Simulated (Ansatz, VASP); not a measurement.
# Cl (Cl2 molecule): VASP beside Ansatz

Aim: how closely do two programs agree when they are given the same cell, functional and k mesh? The structure shown is the start of the Ansatz relaxation below; VASP solves that cell, so the two are compared at the walk's first step.

Main program and level: Ansatz 0.2.0; plane waves, with VASP 6.6.1 beside it; single point at HSE06.

### Step 1. The starting structure

The cell holds 2 atoms: 2 Cl. Cell: a = 12.000 Å, b = 12.500 Å, c = 13.000 Å, α = 90.0°, β = 90.0°, γ = 90.0°. Vacuum lies along a, b and c.

### Step 2. Ansatz: relaxation, HSE06

Ansatz runs on its default PAW (the set named soft_2) files.

The two programs are compared at the cell with which this relaxation starts, whose forces are those of its first step.

The input, input.yaml:

```yaml
crystal:
  lattice:
    - [12.0, 0.0, 0.0]
    - [0.0, 12.5, 0.0]
    - [0.0, 0.0, 13.0]
  atoms:
    - { symbol: Cl, position: [0.45, 0.47, 0.4229366749] }
    - { symbol: Cl, position: [0.45, 0.47, 0.5770633251] }
basis:
  ecutwfc: 420
  xc_grid: 2
hamiltonian:
  xc: hse06
kpoints:
  mp_grid: { grid: [1, 1, 1] }
scf:
  occupations: { method: fixed }
  max_iter: 150
output:
  forces: true
relax:
  f_tol: 0.01
  max_steps: 60
checkpoint:
  write: "../hse06.run"
  compress: false
  write_wavefunctions: false
  write_every: 100000
```

The run is started by

```bash
$ ansatz run input.yaml --threads 4 --pin off --max-ram 9420MiB --backend cpu --events-out ev --progress --plain --runs-dir out
```

Numbers of over 12 decimals in the logs are rounded to 6 here.

The log of the run:

```text
Engine: ansatz 0.2.0, aarch64-unknown-linux-gnu
Pseudopotentials: kind: paw
Pseudopotential: Cl, paw, valence charge 7, recommended cutoff 420 eV (normal), Cl.paw.azcp
Functional definition: HSE06
  parameter a = 0.25
  parameter omega = 0.11/bohr
  exchange = pbe_x - a*pbe_x_sr(omega) + a*exact_x_sr(omega)
  correlation = pbe_c
davidson cushion auto → on  (no smearing: the cushion is to keep the highest requested band from converging to the state above it; pin scf.eigensolver.cushion to override)
Crystal: 2 atoms, lattice volume = 1950.000 Å³
Basis set: ecut = 420 eV, 38063 PW (Γ), exchange–correlation on 162×180×180 points (8 copies of the dense FFT grid, shifted against one another)
Bands: 11, of which v1, the nominal top of the filled ones, is band 7 counted from 1 (6 counted from 0)
Symmetry: 8 space group operations
Space group: Pmmm (ITA 47), of the structure as read, at distance tolerance 1.2e-4 Å
k-points: 1
Non-local potential: Cl, projectors of the file, l = 0: 2, l = 1: 2, l = 2: 2
PAW form: soft (Blöchl's): semilocal exchange-correlation on the pseudo side does not see the compensation charge
PAW frozen core: Cl, regenerated for the run's functional, and the local potential with it (the file was generated under x = pbe(κ = 0.804, μ = 0.219515), c = pbe(β = 0.066725))
PAW one-centre angular grid: Cl, 110 points (default); XC on 64 Gauss nodes
Initial density: superposition of atomic densities (neutral atoms: chi_scale 0, normalization atom), corrected by the library's trained network
Initial wavefunctions: pseudopotential atomic-orbital guess
Functional: x = pbe(κ = 0.804, μ = 0.219515), c = pbe(β = 0.066725), warm-up for x = pbe(κ = 0.804, μ = 0.219515) + 0.25 (exact − pbe) at short range (hse, ω = 0.207870 Å⁻¹), c = pbe(β = 0.066725); HSE06 as pw.x's `hse` composes it (authors' and Libxc's form: `xc: wpbeh`)
SCF iter   1: F=—  HF=-2158.887626 eV  |F-HF|=—  |Δ(HF+E_count)|=         —  Δρ=2.23e-4  dr2=3.73e-4  ethr=1.77e-3  ⟨swp⟩=14.0  Hψ=74  notcnv=0
preconditioner: auto → none  [insulator: Δε(μ)=2.952 eV  Ē_g=8.266 eV  n_scr=56 (ndim 8)  ℏωp=2.7 eV  f_vac=0.925]
SCF iter   2: F=—  HF=-2158.888512 eV  |F-HF|=—  |Δ(HF+E_count)|=   8.86e-4  Δρ=1.24e-4  dr2=1.83e-4  ethr=2.66e-6  ⟨swp⟩=5.0  Hψ=49  notcnv=0  defer=3
iter 3 solved again at ethr=1.22e-7 eV; its pass at ethr=1.31e-6 eV (dr2=1.71e-5 eV) is discarded
SCF iter   3: F=—  HF=-2158.888600 eV  |F-HF|=—  |Δ(HF+E_count)|=   8.81e-5  Δρ=5.84e-5  dr2=1.74e-5  ethr=1.22e-7  ⟨swp⟩=3.0  Hψ=67  notcnv=0  defer=3
SCF iter   4: F=—  HF=-2158.888634 eV  |F-HF|=—  |Δ(HF+E_count)|=   3.40e-5  Δρ=1.87e-5  dr2=4.50e-6  ethr=1.22e-7  ⟨swp⟩=5.0  Hψ=42  notcnv=0  defer=3
SCF iter   5: F=-2158.888639 eV  HF=-2158.888638 eV  |F-HF|=2.99e-7  |Δ(HF+E_count)|=   4.55e-6  Δρ=2.57e-6  dr2=6.61e-8  ethr=3.21e-8  ⟨swp⟩=4.0  Hψ=38  notcnv=0  defer=3
SCF 1 converged in 5 iterations: F = -2158.888639 eV  dr2 = 6.61e-8
  greatest PAW one-centre occupation: 0.912 electrons in one spin orbital (limit 2), on the Cl atom at site 1 (counted from 0), in its partial waves of l = 0
Initial density: handed on by an earlier stage of this run
Initial wavefunctions: those handed on with the density
Functional: x = pbe(κ = 0.804, μ = 0.219515) + 0.25 (exact − pbe) at short range (hse, ω = 0.207870 Å⁻¹), c = pbe(β = 0.066725); HSE06 as pw.x's `hse` composes it (authors' and Libxc's form: `xc: wpbeh`)
Exchange kernel: α = 0.2500, screened, ω = 0.2079 Å⁻¹, Wigner–Seitz truncation, v(0) = 990.6604 eV·Å³, q-mesh 1×1×1, nearest image of the exchange supercell L = 12.00 Å, pair-density grid 81×81×90, without the augmentation charges, whose exchange is taken in its separable form (the finest that the files' search goes to)
Frozen-core exchange: fock
iter 1 solved again at ethr=3.10e-5 eV; its pass at ethr=1.00e-1 eV (dr2=4.33e-3 eV) is discarded
SCF iter   1: F=—  HF=-2160.116882 eV  |F-HF|=—  |Δ(HF+E_count)|=         —  Δρ=6.64e-4  dr2=4.44e-3  ethr=3.10e-5  ⟨swp⟩=9.0  Hψ=78  notcnv=0
preconditioner: auto → none  [insulator: Δε(μ)=4.659 eV  Ē_g=9.615 eV  n_scr=56 (ndim 8)  ℏωp=2.7 eV  f_vac=0.926]
SCF iter   2: F=—  HF=-2160.115333 eV  |F-HF|=—  |Δ(HF+E_count)|=   1.55e-3  Δρ=2.83e-4  dr2=8.96e-4  ethr=2.88e-5  ⟨swp⟩=2.0  Hψ=26  notcnv=0
SCF iter   3: F=—  HF=-2160.117473 eV  |F-HF|=—  |Δ(HF+E_count)|=   2.14e-3  Δρ=8.47e-5  dr2=7.99e-5  ethr=5.14e-6  ⟨swp⟩=4.0  Hψ=36  notcnv=0
SCF iter   4: F=—  HF=-2160.117446 eV  |F-HF|=—  |Δ(HF+E_count)|=   2.66e-5  Δρ=1.33e-5  dr2=6.31e-6  ethr=5.32e-7  ⟨swp⟩=7.0  Hψ=41  notcnv=0
SCF iter   5: F=—  HF=-2160.117466 eV  |F-HF|=—  |Δ(HF+E_count)|=   2.01e-5  Δρ=1.09e-5  dr2=1.28e-6  ethr=3.45e-8  ⟨swp⟩=4.0  Hψ=39  notcnv=0  defer=2
SCF iter   6: F=-2160.117466 eV  HF=-2160.117466 eV  |F-HF|=6.94e-9  |Δ(HF+E_count)|=   4.36e-7  Δρ=2.28e-6  dr2=1.14e-7  ethr=8.86e-9  ⟨swp⟩=4.0  Hψ=33  notcnv=0  defer=2
SCF 2 stopped early in 6 iterations: F = -2160.117466 eV  dr2 = 1.14e-7
  Residual-converged pass: ⟨swp⟩=4.0  Hψ=31  notcnv=0  max |occ|·‖R‖ = 2.3e-6 eV (tolerance 6.7e-6 eV)  dr2=1.06e-7  dr2_onsite=1.98e-9  max |Δocc| = 0.0e0
  greatest PAW one-centre occupation: 0.920 electrons in one spin orbital (limit 2), on the Cl atom at site 1 (counted from 0), in its partial waves of l = 0
hybrid outer 1: dexx = +2.725e-3 eV, tail = 2.07e-6 eV
Exchange kernel: α = 0.2500, screened, ω = 0.2079 Å⁻¹, Wigner–Seitz truncation, v(0) = 990.6604 eV·Å³, q-mesh 1×1×1, nearest image of the exchange supercell L = 12.00 Å, pair-density grid 81×81×90, without the augmentation charges, whose exchange is taken in its separable form (the finest that the files' search goes to)
Frozen-core exchange: fock
SCF iter   1: F=—  HF=-2160.117464 eV  |F-HF|=—  |Δ(HF+E_count)|=         —  Δρ=2.75e-6  dr2=1.13e-7  ethr=7.40e-8  ⟨swp⟩=4.0  Hψ=31  notcnv=0
preconditioner: auto → none  [insulator: Δε(μ)=4.661 eV  Ē_g=9.614 eV  n_scr=56 (ndim 8)  ℏωp=2.7 eV  f_vac=0.928]
SCF iter   2: F=—  HF=-2160.117464 eV  |F-HF|=—  |Δ(HF+E_count)|=   2.60e-8  Δρ=1.43e-6  dr2=2.71e-8  ethr=6.79e-10  ⟨swp⟩=5.0  Hψ=39  notcnv=0  defer=2
SCF iter   3: F=—  HF=-2160.117464 eV  |F-HF|=—  |Δ(HF+E_count)|=   1.16e-8  Δρ=7.85e-7  dr2=1.76e-8  ethr=1.80e-10  ⟨swp⟩=4.0  Hψ=39  notcnv=0  defer=3
SCF iter   4: F=-2160.117464 eV  HF=-2160.117464 eV  |F-HF|=3.74e-10  |Δ(HF+E_count)|=   6.50e-9  Δρ=1.39e-7  dr2=5.26e-10  ethr=1.22e-10  ⟨swp⟩=5.0  Hψ=38  notcnv=0
SCF 3 converged in 4 iterations: F = -2160.117464 eV  dr2 = 5.26e-10
  Residual-converged pass: ⟨swp⟩=3.0  Hψ=28  notcnv=0  max |occ|·‖R‖ = 7.1e-7 eV (tolerance 8.9e-7 eV)  dr2=5.28e-10  dr2_onsite=8.57e-12  max |Δocc| = 0.0e0
hybrid outer 2: dexx = +2.454e-8 eV, tail = 1.44e-9 eV, Δε = 8.30e-4 eV (about 2.40e-5 eV left of the loop's levels), ΔF = 8.11e-3 eV/Å (tail 7.61e-4)
relax step   1: F+E_penalty+E_count = -2160.11746432 eV  Δ(F+E_penalty+E_count) = +0.000e0 eV  max|allowed force component| = 4.978e-1 eV/Å  Δτ_max = 0.0000 Å  (15 SCF iters, accepted)
[...]
relax step   2: F+E_penalty+E_count = -2160.12367004 eV  Δ(F+E_penalty+E_count) = -6.206e-3 eV  max|allowed force component| = 5.570e-3 eV/Å  Δτ_max = 0.0124 Å  (8 SCF iters, dr2 threshold 1.55e-5 eV, accepted)
[...]
relax step   3: F+E_penalty+E_count = -2160.12367004 eV  Δ(F+E_penalty+E_count) = -5.468e-9 eV  max|allowed force component| = 5.731e-3 eV/Å  Δτ_max = 0.0000 Å  (4 SCF iters, accepted)
hybrid SCF converged: 2 outer / 4 inner (+0 warm-up), last move |dexx| = 2.10e-11 eV, tail = 6.18e-9 eV
Stability not checked: this state was not tested for a lower state beside it, because the functional holds exact exchange (a hybrid, or Hartree-Fock), whose exchange loop this test does not read (fock_operator; see scf.lower_state_search)
Free energy (F): -2160.123670 eV
Frozen-core exchange: fock
Harris-Foulkes:  -2160.123670 eV  (|F-HF|=5.68e-10)
Internal energy: -2160.123670 eV  (E = F + TS)
E sigma→0 (E₀):  -2160.123670 eV
Fermi energy:    -8.054550 eV
--- Per-component energies (eV) ---
  E_band       = -195.062695
  E_kinetic    = 319.228155
  E_local      = -1770.646672  (includes V_loc(G=0)·N_el)
  E_nonlocal   = 57.014279
  E_hartree    = 726.655122
  E_xc         = -170.211381
  E_vxc        = -192.154996  (∫ρ·V_xc dr)
  E_exx        = -30.020676  (= α·E_x^exact, valence–valence)
  E_paw        = -1331.049654  (= ΣΔE_a)
  E_vpaw       = -1.772532  (= ΣTr[D̂ρ^β])
  E_aug_tail   = 0.000182  (compensation charges beyond the density's cutoff)
  E_ewald      = 39.129276
  E_core_change = -0.222300  (= ΣΔE_core)
  E_smearing   = -0.000000  (= −TS)
  E_closure    = 0.000000  (closes the sum)
  Σ components = -2160.123670   (vs F -2160.123670, Δ=0.00e0)
--- Forces (eV/Å), atoms counted from 1 ---
  atom   1  Cl     0.00000000    -0.00000000    -0.00573132
  atom   2  Cl    -0.00000000    -0.00000000     0.00573132
  max |Σ_I F_I| component: 2.58e-26 eV/Å
--- Band table (eV) ---
  k-point 0: bands = ["-25.7159", "-20.9877", "-12.7088", "-11.0049", "-11.0049", "-8.0546", "-8.0546", "-3.2447", "-0.1798"]
  guard bands above this table: 2 of the run's 11 bands. The solve was not asked for them (output.publish_guard_bands: true or output.eigenvalues: true publishes all)
--- Relaxed structure (3 steps of the walk, 3 accepted, 0 SCFs on fresh bases) ---
  F+E_penalty+E_count = -2160.12367004 eV   max|allowed force component| = 5.731e-3 eV/Å
  atoms:
    - { symbol: Cl, position: [0.45, 0.470000, 0.423887] }
    - { symbol: Cl, position: [0.45, 0.470000, 0.576113] }
```

The column dr2 measures how far the density is from self-consistency, as an energy; F and HF (Harris–Foulkes) agree once it is small.

### Step 3. VASP: single point, HSE06, start cell

The same cell, functional and mesh now go to VASP, with its own data sets.

Lines of VASP's logs that name or quote its potential files are left out, and so is its time.

The run reads the wave functions of an earlier VASP run, which isn't shown here.

The input, INCAR:

```
SYSTEM = Cl
PREC = Accurate
ENCUT = 540
EDIFF = 1E-06
NELM = 100
ISMEAR = 0
SIGMA = 0.01
LREAL = .FALSE.
ALGO = Normal
LHFCALC = .TRUE.
AEXX = 0.25
GGA = PE
HFSCREEN = 0.208
LASPH = .TRUE.
NBANDS = 13
PRECFOCK = Fast
LORBIT = 11
LWAVE = .FALSE.
LCHARG = .FALSE.
ISIF = 2
```

The input, POSCAR:

```
Cl
1.0
   12.0000000000      0.0000000000      0.0000000000
    0.0000000000     12.5000000000      0.0000000000
    0.0000000000      0.0000000000     13.0000000000
Cl
2
Direct
    0.4500000000      0.4700000000      0.4229366923
    0.4500000000      0.4700000000      0.5770633077
```

The input, KPOINTS:

```
Automatic mesh
0
Gamma
1 1 1
0 0 0
```

Potentials, in the order of the species: Cl_h (PBE family, release 64).

The run is started by

```bash
$ export OMP_NUM_THREADS=4
$ mpirun -np 1 vasp_gam
```

The log of the run:

```text
[banner, memory and clock lines left out]
running    1 mpi-ranks, on    1 nodes
 distrk:  each k-point on    1 cores,    1 groups
 distr:  one band on    1 cores,    1 groups
 Offloading initialized ...    1 GPUs detected
 POSCAR found type information on POSCAR Cl
 POSCAR found :  1 types and       2 ions
 LDA part: xc-table for (Slater+PW92), standard interpolation
 found WAVECAR, reading the header
 POSCAR, INCAR and KPOINTS ok, starting setup
 FFT: planning ... GRIDC
 FFT: planning ... GRID_SOFT
 FFT: planning ... GRID
 reading WAVECAR
 the WAVECAR file was read successfully
 initial charge from wavefunction
 entering main loop
       N       E                     dE             d eps       ncg     rms          rms(c)
DAV:   1    -0.522300572279E+01   -0.52230E+01   -0.30759E-01    26   0.402E+00    0.156E+00
DAV:   2    -0.522566916592E+01   -0.26634E-02   -0.16331E-02    34   0.841E-01    0.110E+00
DAV:   3    -0.522514728298E+01    0.52188E-03   -0.30199E-04    44   0.121E-01    0.654E-01
DAV:   4    -0.522489218620E+01    0.25510E-03   -0.82169E-05    26   0.664E-02    0.375E-01
DAV:   5    -0.522479772336E+01    0.94463E-04   -0.40967E-05    34   0.434E-02    0.214E-01
DAV:   6    -0.522476609319E+01    0.31630E-04   -0.13852E-05    26   0.238E-02    0.123E-01
DAV:   7    -0.522475982686E+01    0.62663E-05   -0.54829E-06    26   0.143E-02    0.703E-02
DAV:   8    -0.522476330074E+01   -0.34739E-05   -0.19530E-06    26   0.841E-03    0.401E-02
DAV:   9    -0.522477054047E+01   -0.72397E-05   -0.80912E-07    26   0.517E-03    0.228E-02
DAV:  10    -0.522477869368E+01   -0.81532E-05   -0.41365E-07    26   0.354E-03    0.128E-02
DAV:  11    -0.522478623427E+01   -0.75406E-05   -0.24717E-07    26   0.270E-03    0.725E-03
DAV:  12    -0.522479246353E+01   -0.62293E-05   -0.17055E-07    26   0.242E-03    0.412E-03
DAV:  13    -0.522479696489E+01   -0.45014E-05   -0.14752E-07    34   0.242E-03    0.239E-03
DAV:  14    -0.522480058990E+01   -0.36250E-05   -0.10436E-07    26   0.224E-03    0.152E-03
[...]
DAV:  25    -0.522483290548E+01   -0.18352E-05   -0.32774E-09    18   0.271E-04    0.260E-04
DAV:  26    -0.522483456989E+01   -0.16644E-05   -0.27852E-09    18   0.256E-04    0.234E-04
DAV:  27    -0.522483607775E+01   -0.15079E-05   -0.26564E-09    18   0.252E-04    0.212E-04
DAV:  28    -0.522483744356E+01   -0.13658E-05   -0.24666E-09    18   0.241E-04    0.192E-04
DAV:  29    -0.522483867555E+01   -0.12320E-05   -0.21952E-09    18   0.233E-04    0.174E-04
DAV:  30    -0.522483978765E+01   -0.11121E-05   -0.20846E-09    18   0.221E-04    0.158E-04
DAV:  31    -0.522484078824E+01   -0.10006E-05   -0.17285E-09    18   0.190E-04    0.144E-04
DAV:  32    -0.522484168872E+01   -0.90048E-06   -0.15902E-09    18   0.173E-04
   1 F= -.52248417E+01 E0= -.52248417E+01  d E =-.379908E-49
```

From OUTCAR (step 3):

```text
ion  position               nearest neighbor table
   1  0.450  0.470  0.423-   2 2.00
   2  0.450  0.470  0.577-   1 2.00

  LATTYP: Found a simple orthorhombic cell.
 ALAT       =    12.0000000000
 B/A-ratio  =     1.0416666667
 C/A-ratio  =     1.0833333333

 Subroutine GETGRP returns: Found  8 space group operations
 (whereof  2 operations were pure point group operations)

The static configuration has the point symmetry C_1h.
 The point group associated with its full space group is D_2h.

 Found      1 irreducible k-points:

   k-points           NKPTS =      1   k-points in BZ     NKDIM =      1   number of bands    NBANDS=     13

   dimension x,y,z NGX =    96 NGY =   96 NGZ =  100
   dimension x,y,z NGXF=   192 NGYF=  192 NGZF=  200

   ENCUT  =  540.0 eV  39.69 Ry    6.30 a.u.  22.74 23.68 24.63*2*pi/ulx,y,z

   NELECT =      14.0000    total number of electrons

 k-points in reciprocal lattice and weights: Automatic mesh
   0.00000000  0.00000000  0.00000000       1.000

  exchange ACFDT corr.  =         0.00000000  see jH, gK, PRB 81, 115126

 average (electrostatic) potential at core
       1-151.8976       2-151.8976

 E-fermi :  -8.0328

 k-point     1 :       0.0000    0.0000    0.0000
  band No.  band energies     occupation
    ...
      3     -12.6646      2.00000
      4     -10.9439      2.00000
      5     -10.9438      2.00000
      6      -8.1374      2.00000
      7      -8.1373      2.00000
      8      -3.4439      0.00000
      9      -0.2089      0.00000
     10       0.6351      0.00000
     11       0.7597      0.00000
     12       0.8228      0.00000
    ...

  Total       -0.0247527     -0.0181448     -1.2131475      0.0000000      0.0000000      0.0000000
  in kB       -0.0203375     -0.0149083     -0.9967577      0.0000000      0.0000000      0.0000000
  external PRESSURE =      -0.3440012 kB  Pullay stress =       0.0000000 kB

  energy-cutoff  :      540.00
  volume of cell :     1950.00
      direct lattice vectors                 reciprocal lattice vectors
    12.000000000  0.000000000  0.000000000     0.083333333  0.000000000  0.000000000
     0.000000000 12.500000000  0.000000000     0.000000000  0.080000000  0.000000000
     0.000000000  0.000000000 13.000000000     0.000000000  0.000000000  0.076923077

 POSITION                                       TOTAL-FORCE (eV/Angst)
 -----------------------------------------------------------------------------------
      5.40000      5.87500      5.49818         0.000000      0.000000      0.599706
      5.40000      5.87500      7.50182         0.000000      0.000000     -0.599706
 -----------------------------------------------------------------------------------
    total drift:                                0.002113      0.002703      0.000005

  FREE ENERGIE OF THE ION-ELECTRON SYSTEM (eV)
  ---------------------------------------------------
  free  energy   TOTEN  =        -5.2248416887 eV

  energy  without entropy=       -5.2248416887  energy(sigma->0) =       -5.22484169

 total charge
# of ion       s       p       d       tot
------------------------------------------
    1        1.145   2.141   0.000   3.286
    2        1.145   2.141   0.000   3.286
--------------------------------------------------
tot          2.291   4.282   0.000   6.573
```

The run ends at a pressure of -0.03 GPa, with forces up to 0.60 eV/Å.

### Step 4. Side by side

Known differences besides the potentials themselves: exact exchange at q = 0 is treated differently, which shows on coarse meshes; VASP keeps PBE cores, Ansatz makes them for the functional; fixed occupations in Ansatz, narrow Gaussian smearing in VASP; the cutoff is 420 eV in Ansatz and 540 eV in VASP; VASP takes a coarser grid for exact exchange (PRECFOCK = Fast). Total energies have different zeros and are not compared.

Forces (eV/Å; atoms numbered as in POSCAR):

```tsv
atom	Ansatz x, y, z	VASP x, y, z
Cl1	0.000, 0.000, 0.498	0.000, 0.000, 0.600
Cl2	0.000, 0.000, -0.498	0.000, 0.000, -0.600
```

The forces differ by 59 meV/Å r.m.s., which is 17.0 % of the r.m.s. force of 0.346 eV/Å (both taken over all components).

### Step 5. Results

* r.m.s. force difference (single point, HSE06, start cell): 17 % of the r.m.s. force

**Reading.** The r.m.s. force difference is 17 % of the r.m.s. force (single point, HSE06, start cell), beyond the 3 % picked in this series as the mark of a large difference. What causes the difference of the single point, HSE06, start cell pair stays open here. 1 further run of this series is not shown here. Such differences can come from data sets, numerical settings and the points named under the comparisons, not from the functional's error against experiment.

[Lines on the potential files, build, host, timing and source positions are cut from VASP's logs without a mark.]

[Logs are printed without paths, hosts, clocks, repeated set-up lines and the standing remarks that a program may print on its own settings, such as how far it seeks lower states.]

[Hosts, paths, dates, database ids (printed as entryN), source tags and the programs' standing remarks are cut or masked in the printed files.]
